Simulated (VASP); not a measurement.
# SnSe2: from the relaxed cell to its vibrations, part 2 of 2

What lattice, stiffness and vibrations does SnSe2 have at one level of theory? The starting structure is a measured crystal structure from the Crystallography Open Database. All runs use LDA.

VASP 6.6.1.

So far. Step 3 (Elastic constants): The elastic tensor has C11 = 109.5, C12 = 33.4, C44 = 11.3 GPa, among others; its Hill averages are a bulk modulus of 38.2 and a shear modulus of 20.0 GPa. Step 4 (Modes of the relaxed cell): The zone-centre modes at 24.628 Å³ an atom are A2u 241.8, A1g 180.9, Eu 145.3, Eg 127.9 cm⁻¹.

## Step 5: Modes at 0.97 of that volume

Level of this step: LDA; plane waves and PAW (Sn_d, Se) (VASP).

Shape and positions were first relaxed at this volume, in a run that isn't shown.

The input, INCAR:

```
SYSTEM = SnSe2
PREC = Accurate
ENCUT = 500
EDIFF = 1E-08
NELM = 100
ISMEAR = 0
SIGMA = 0.03
LREAL = .FALSE.
ALGO = Normal
GGA = CA
NBANDS = 19
LORBIT = 11
LWAVE = .FALSE.
LCHARG = .FALSE.
KPAR = 4
IBRION = 8
LEPSILON = .TRUE.
LPEAD = .TRUE.
ISIF = 2
```

The input, POSCAR:

```
SnSe2
1.0
    3.7942195490      0.0000000000      0.0000000000
   -1.8971097746      3.2858905170      0.0000000000
    0.0000000000      0.0000000000      5.7484457629
Sn Se
1 2
Direct
    0.0000000000      0.0000000000      0.0000000000
    0.6666666667      0.3333333333      0.7260440546
    0.3333333333      0.6666666667      0.2739559454
```

The input, KPOINTS:

```
Automatic mesh
0
Gamma
12 12 8
0 0 0
```

PAW data sets: Sn_d and Se (LDA family, release 64).

Started as:

```
$ mpirun -np 4 vasp_std
```

Output:

```text
[... set-up lines as in an earlier step ...]
 entering main loop
       N       E                     dE             d eps       ncg     rms          rms(c)
DAV:   1     0.200288715811E+03    0.20029E+03   -0.12094E+04  5066   0.155E+03
DAV:   2     0.878762546751E+01   -0.19150E+03   -0.18538E+03  5242   0.391E+02
DAV:   3    -0.132912531271E+02   -0.22079E+02   -0.21522E+02  6169   0.116E+02
DAV:   4    -0.140507287715E+02   -0.75948E+00   -0.75757E+00  5924   0.222E+01
[...]
DAV:  12    -0.137875946725E+02    0.20686E-06   -0.83233E-07  6184   0.625E-03    0.415E-03
DAV:  13    -0.137875947219E+02   -0.49448E-07   -0.21200E-07  5705   0.424E-03    0.132E-03
DAV:  14    -0.137875947142E+02    0.77171E-08   -0.31301E-08  5104   0.127E-03
   1 F= -.13787595E+02 E0= -.13787555E+02  d E =-.791464E-04
 Linear response reoptimize wavefunctions to high precision
DAV:   1    -0.137875947145E+02   -0.29149E-09   -0.28147E-09  4504   0.383E-04
DAV:   2    -0.137875947145E+02   -0.13642E-10   -0.13865E-10  2729   0.961E-05
 Linear response to external field (no local field effect), progress :
[...]
RMM:  12    -0.802258213650E-01   -0.11697E-08   -0.30599E-09 34163   0.962E-06    0.285E-07
 first order change of Fermi-energy  -0.10106E-04
 force on displaced ion       2 direction 1 :  -3.923   0.000   0.000
 Born effective charge ion    2 direction 1 :   7.143   0.000   0.000
 Linear response progress:
  Degree of freedom:   4/  4
       N       E                     dE             d eps       ncg     rms          rms(c)
RMM:   1    -0.992024062147E-01   -0.99202E-01    0.64494E-02 11053   0.156E+00
RMM:   2    -0.968214395507E-01    0.23810E-02   -0.23661E-03  8799   0.266E-01    0.965E-02
RMM:   3    -0.967128520508E-01    0.10859E-03   -0.28230E-04  9389   0.848E-02    0.459E-02
RMM:   4    -0.967211776846E-01   -0.83256E-05   -0.65993E-05  9627   0.405E-02    0.195E-02
[...]
RMM:  12    -0.967452051074E-01    0.10276E-07    0.62678E-09 10193   0.124E-05    0.624E-07
RMM:  13    -0.967452200046E-01   -0.14897E-07    0.76834E-09  6544   0.877E-06    0.213E-07
RMM:  14    -0.967452124480E-01    0.75565E-08    0.10407E-08  4038   0.763E-06    0.483E-08
 first order change of Fermi-energy   0.41634E+00
 force on displaced ion       2 direction 3 :  -0.000   0.000  -8.387
 Born effective charge ion    2 direction 3 :   0.000   0.000   7.143
 Born effective charges drift removed
 Linear response finished
```

Wall time 21 min (4 MPI ranks of AMD EPYC 7R13 (Zen 3), shared host); peak memory 6.5 GiB.

Parts of OUTCAR (step 5):

```text
  Total        0.4824862      0.4824862      0.5522597     -0.0000000     -0.0000000      0.0000000
  in kB       10.7862257     10.7862257     12.3460480     -0.0000000     -0.0000000      0.0000000
  external PRESSURE =      11.3061665 kB  Pullay stress =       0.0000000 kB

 POSITION                                       TOTAL-FORCE (eV/Angst)
 -----------------------------------------------------------------------------------
      0.00000      0.00000      0.00000         0.000000      0.000000      0.000000
      1.89711      1.09530      4.17362        -0.000000      0.000000     -0.021007
     -0.00000      2.19059      1.57482        -0.000000     -0.000000      0.021007
 -----------------------------------------------------------------------------------
    total drift:                               -0.000000     -0.000000     -0.000000

 MACROSCOPIC STATIC DIELECTRIC TENSOR (including local field effects in DFT)
 ------------------------------------------------------
           1.000000    -0.000000     0.000000
          -0.000000     1.000000     0.000000
           0.000000     0.000000     1.000000
 ------------------------------------------------------

 MACROSCOPIC STATIC DIELECTRIC TENSOR IONIC CONTRIBUTION
 ------------------------------------------------------
           0.056586    -0.000000     0.000000
          -0.000000     0.056586     0.000000
           0.000000     0.000000     0.021019
 ------------------------------------------------------

[... 1 part as in an earlier step ...]

[... 1 further part left out ...]
```

The dielectric tensor of 1.00 in OUTCAR stands for a response that wasn't computed and is no result.

The zone-centre modes at 23.889 Å³ an atom are A2u 242.1, A1g 180.5, Eu 147.6, Eg 132.9 cm⁻¹.

## Step 6: Modes at 1.03 of that volume

Shape and positions were first relaxed at this volume, in a run that isn't shown.

INCAR is that of step 5.

The input, POSCAR:

```
SnSe2
1.0
    3.8161306891      0.0000000000      0.0000000000
   -1.9080653445      3.3048661208      0.0000000000
    0.0000000000      0.0000000000      6.0341258608
Sn Se
1 2
Direct
    0.0000000000      0.0000000000      0.0000000000
    0.6666666667      0.3333333333      0.7388023913
    0.3333333333      0.6666666667      0.2611976087
```

KPOINTS is that of step 5.

Started as:

```
$ mpirun -np 4 vasp_std
```

Output:

```text
[... set-up lines as in an earlier step ...]
 entering main loop
       N       E                     dE             d eps       ncg     rms          rms(c)
DAV:   1     0.197966361026E+03    0.19797E+03   -0.12033E+04  5051   0.152E+03
DAV:   2     0.860132656101E+01   -0.18937E+03   -0.18348E+03  5240   0.379E+02
DAV:   3    -0.132966768136E+02   -0.21898E+02   -0.21309E+02  6229   0.115E+02
DAV:   4    -0.140626819481E+02   -0.76601E+00   -0.76445E+00  5932   0.223E+01
[...]
DAV:  13    -0.137890466909E+02   -0.69633E-07   -0.27727E-07  5485   0.414E-03    0.145E-03
DAV:  14    -0.137890466789E+02    0.12004E-07   -0.44547E-08  5487   0.125E-03    0.455E-04
DAV:  15    -0.137890466793E+02   -0.34379E-09   -0.43860E-09  2843   0.474E-04
   1 F= -.13789047E+02 E0= -.13789047E+02  d E =-.171725E-14
 Linear response reoptimize wavefunctions to high precision
DAV:   1    -0.137890466794E+02   -0.10914E-09   -0.51244E-10  3182   0.181E-04
DAV:   2    -0.137890466794E+02   -0.40927E-11   -0.10371E-10  2726   0.919E-05
 Linear response to external field (no local field effect), progress :
[...]
RMM:  10    -0.804908803926E-01    0.22795E-08    0.12079E-08 46543   0.394E-05    0.289E-06
 first order change of Fermi-energy   0.22566E-06
 force on displaced ion       2 direction 1 :  -3.468   0.000   0.000
 Born effective charge ion    2 direction 1 :  -2.579  -0.001  -0.000
 Linear response progress:
  Degree of freedom:   4/  4
       N       E                     dE             d eps       ncg     rms          rms(c)
RMM:   1    -0.999006473360E-01   -0.99901E-01    0.64177E-02 11096   0.154E+00
RMM:   2    -0.977994786973E-01    0.21012E-02   -0.22470E-03  8816   0.257E-01    0.937E-02
RMM:   3    -0.976578139505E-01    0.14166E-03   -0.26126E-04  9525   0.809E-02    0.441E-02
RMM:   4    -0.976430292217E-01    0.14785E-04   -0.62749E-05  9641   0.397E-02    0.200E-02
[...]
RMM:  10    -0.976539772463E-01    0.51329E-07   -0.10642E-07 10368   0.897E-05    0.899E-06
RMM:  11    -0.976539530184E-01    0.24228E-07   -0.20265E-07 10524   0.427E-05    0.333E-06
RMM:  12    -0.976539498639E-01    0.31545E-08   -0.50632E-08  9990   0.310E-05    0.615E-07
 first order change of Fermi-energy  -0.77112E+00
 force on displaced ion       2 direction 3 :  -0.000  -0.000  -8.329
 Born effective charge ion    2 direction 3 :   0.000  -0.000  -1.179
 Born effective charges drift removed
 Linear response finished
```

Elapsed: 36 min, on 4 MPI ranks; peak memory 6.9 GiB; 2.4 h of CPU time.

From OUTCAR (step 6):

```text
  Total       -0.4132752     -0.4132752     -0.3335610     -0.0000000      0.0000000     -0.0000000
  in kB       -8.7007852     -8.7007852     -7.0225421     -0.0000000      0.0000000     -0.0000000
  external PRESSURE =      -8.1413708 kB  Pullay stress =       0.0000000 kB

 POSITION                                       TOTAL-FORCE (eV/Angst)
 -----------------------------------------------------------------------------------
      0.00000      0.00000      0.00000         0.000000      0.000000      0.000000
      1.90807      1.10162      4.45803        -0.000000      0.000000     -0.012406
     -0.00000      2.20324      1.57610        -0.000000     -0.000000      0.012406
 -----------------------------------------------------------------------------------
    total drift:                               -0.000000     -0.000000     -0.000000

 MACROSCOPIC STATIC DIELECTRIC TENSOR (including local field effects in DFT)
 ------------------------------------------------------
          13.196387     0.000000     0.000000
           0.000000    13.196387     0.000000
           0.000000     0.000000    12.593582
 ------------------------------------------------------

 MACROSCOPIC STATIC DIELECTRIC TENSOR IONIC CONTRIBUTION
 ------------------------------------------------------
          12.246403     0.000000    -0.000000
           0.000000    12.246403     0.000000
          -0.000000     0.000000     0.889439
 ------------------------------------------------------

[... 1 part as in an earlier step ...]

[... 1 further part left out ...]
```

The zone-centre modes at 25.367 Å³ an atom are A2u 242.6, A1g 179.4, Eu 144.1, Eg 122.4 cm⁻¹.

## Step 7: Comparison

| run | volume (Å³/atom) | A2u | A1g | Eu | Eg | core minutes |
| --- | --- | --- | --- | --- | --- | --- |
| relaxation | 24.628 | - | - | - | - | 1.16 |
| elastic constants | 24.628 | - | - | - | - | 136.0 |
| modes of the relaxed cell | 24.628 | 241.8 | 180.9 | 145.3 | 127.9 | 143.0 |
| modes at 0.97 of that volume | 23.889 | 242.1 | 180.5 | 147.6 | 132.9 | 82.8 |
| modes at 1.03 of that volume | 25.367 | 242.6 | 179.4 | 144.1 | 122.4 | 146.0 |

Modes are in cm⁻¹, degenerate ones as one, matched by symmetry and order. A number in brackets counts the listed modes of one symmetry from the lowest. The symmetry labels come from an automatic analysis and can be wrong where levels nearly coincide. Core minutes are wall time times ranks of the run shown, on a shared host.

## Step 8: Outcome

```yaml
relaxed_volume: 24.63 Å³/atom
bulk_modulus_from_two_volumes: 32.5 GPa
hill_shear_modulus: 20.0 GPa
mode_a2u: 241.8 cm⁻¹
mode_a1g: 180.9 cm⁻¹
mode_eu: 145.3 cm⁻¹
mode_eg: 127.9 cm⁻¹
grueneisen_parameter_of_eu: 0.40
grueneisen_parameter_of_eg: 1.37
```

In words: At the LDA level SnSe2 relaxes to 24.63 Å³ an atom. The bulk modulus is 32.5 GPa from the pressures at two volumes and 38.2 GPa as the Hill average of the elastic tensor; in a crystal this anisotropic the average lies above the modulus under even pressure, since it is the mean of an upper and a lower bound. The mode Grüneisen parameters, from the cells at 0.97 and 1.03 of the volume, run from 0.40 (Eu) to 1.37 (Eg). Levels that come within 1 cm⁻¹ of another or under 2 cm⁻¹, or whose frequency doesn't run one way with the volume, are left out of this. The elastic run, on a 9×9×4 mesh, has the same modes within 0.4 cm⁻¹. The bonds form layers, and no dispersion term is on, so the spacing, the stiffness across it and any mode in which layers move against each other are unreliable. The dielectric constants and Born charges in the logs aren't compared here; at a small gap they can be far off, and in a run without a gap they mean nothing. The frequencies are harmonic, and the splitting of polar modes by their long-range field is left out. All values are for a static lattice. Further runs on this material are not shown.

[Lines on the potential files, build, host, timing and source positions are cut from VASP's logs without a mark.]

[Logs are printed without paths, hosts, clocks, repeated set-up lines and the standing remarks that a program may print on its own settings, such as how far it seeks lower states.]

[Hosts, paths, dates, database ids (printed as entryN), source tags and the programs' standing remarks are cut or masked in the printed files.]
